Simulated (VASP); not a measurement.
These are PBEsol GGA, VASP's PBE PAW potentials (set 64) (plane waves; VASP) values and carry that method's errors.

The input files of a VASP run:

### KPOINTS
```
Automatic mesh
0
Gamma
10 10 10
0 0 0
```

### INCAR
```
ISIF = 3   ! ions, shape and volume
ISMEAR = 0   ! Gaussian
LREAL = F   ! projection in real space or not
GGA = PS
NSW = 60
EDIFF = 1E-6   ! SCF stop (eV)
ENCUT = 520   ! plane-wave cut-off (eV)
ALGO = Normal   ! blocked Davidson
LCHARG = F
IBRION = 2
LWAVE = F
SYSTEM = LiF
LASPH = T   ! aspherical one-centre terms
PREC = Accurate
NELM = 100   ! most electronic steps
SIGMA = 0.05   ! width (eV)
EDIFFG = -0.01
```

### POSCAR
```
LiF
1
    0.0000000000     1.9980000000     1.9980000000
    1.9980000000     0.0000000000     1.9980000000
    1.9980000000     1.9980000000     0.0000000000
Li F
1 1
Direct
  0.0000000000   0.0000000000   0.0000000000
  0.5000000000   0.5000000000   0.5000000000
```

POTCAR, in this order: Li_sv F (PBE.64 set). Program: vasp_std.

What VASP printed:

**OSZICAR**
```
       N       E                     dE             d eps       ncg     rms          rms(c)
DAV:   1     0.266937241963E+02    0.26694E+02   -0.56549E+03   910   0.113E+03
DAV:   2    -0.940730414678E+01   -0.36101E+02   -0.35102E+02   933   0.199E+02
DAV:   3    -0.102676499443E+02   -0.86035E+00   -0.85862E+00  1101   0.280E+01
DAV:   4    -0.102773506797E+02   -0.97007E-02   -0.96938E-02  1132   0.294E+00
DAV:   5    -0.102774181565E+02   -0.67477E-04   -0.67476E-04  1141   0.158E-01    0.406E+00
DAV:   6    -0.985122197226E+01    0.42620E+00   -0.22206E+00   865   0.116E+01    0.138E+00
DAV:   7    -0.984928668984E+01    0.19353E-02   -0.16458E-02  1176   0.148E+00    0.829E-01
DAV:   8    -0.985160992441E+01   -0.23232E-02   -0.12481E-02  1213   0.154E+00    0.935E-02
DAV:   9    -0.985168096324E+01   -0.71039E-04   -0.87518E-04   913   0.325E-01    0.413E-02
DAV:  10    -0.985171351112E+01   -0.32548E-04   -0.12562E-04   948   0.106E-01    0.401E-03
DAV:  11    -0.985171418575E+01   -0.67463E-06   -0.19139E-06  1139   0.184E-02
   1 F= -.98517142E+01 E0= -.98517142E+01  d E =-.985171E+01
       N       E                     dE             d eps       ncg     rms          rms(c)
DAV:   1    -0.985268244463E+01   -0.96893E-03   -0.17538E-02   848   0.137E+00    0.244E-01
DAV:   2    -0.985182566545E+01    0.85678E-03   -0.48279E-03   865   0.579E-01    0.459E-02
DAV:   3    -0.985180945210E+01    0.16213E-04   -0.26643E-05  1151   0.654E-02    0.260E-02
DAV:   4    -0.985180015510E+01    0.92970E-05   -0.99003E-06  1261   0.318E-02    0.146E-03
DAV:   5    -0.985179992249E+01    0.23261E-06   -0.35895E-07   507   0.681E-03
   2 F= -.98517999E+01 E0= -.98517999E+01  d E =-.857367E-04
```

**OUTCAR**
```
------------------------ aborting loop because EDIFF is reached ----------------------------------------
  FORCE on cell =-STRESS in cart. coord.  units (eV):
  Direction    XX          YY          ZZ          XY          YZ          ZX
  --------------------------------------------------------------------------------------
  Total        0.0154037      0.0154037      0.0154037      0.0000000      0.0000000      0.0000000
  in kB        1.5422344      1.5422344      1.5422344      0.0000000      0.0000000      0.0000000
  external PRESSURE =       1.5422344 kB  Pullay stress =       0.0000000 kB
  volume of cell :       16.00
      direct lattice vectors                 reciprocal lattice vectors
     0.000000000  2.000099986  2.000099986    -0.249987502  0.249987502  0.249987502
     2.000099986 -0.000000000  2.000099986     0.249987502 -0.249987502  0.249987502
     2.000099986  2.000099986 -0.000000000     0.249987502  0.249987502 -0.249987502
  FREE ENERGIE OF THE ION-ELECTRON SYSTEM (eV)
  ---------------------------------------------------
  free  energy   TOTEN  =        -9.8517999225 eV

  energy  without entropy=       -9.8517999225  energy(sigma->0) =       -9.85179992

 reached required accuracy - stopping structural energy minimisation
```
(Selected blocks of OUTCAR.)

CONTCAR:
```
LiF
   1.00000000000000
     0.0000000000000000    2.0000999856808801    2.0000999856808801
     2.0000999856808801   -0.0000000000000000    2.0000999856808801
     2.0000999856808801    2.0000999856808801   -0.0000000000000000
  Li              F
     1     1
Direct
     1.0000000000000000    1.0000000000000000    0.0000000000000000
     0.5000000000000000    0.5000000000000000    0.5000000000000000
```

The structure was generated: LiF was put into the rock salt type (Fm-3m), which need not be its known phase. This run relaxes it. Symmetry was kept, so distortions that lower it aren't found.
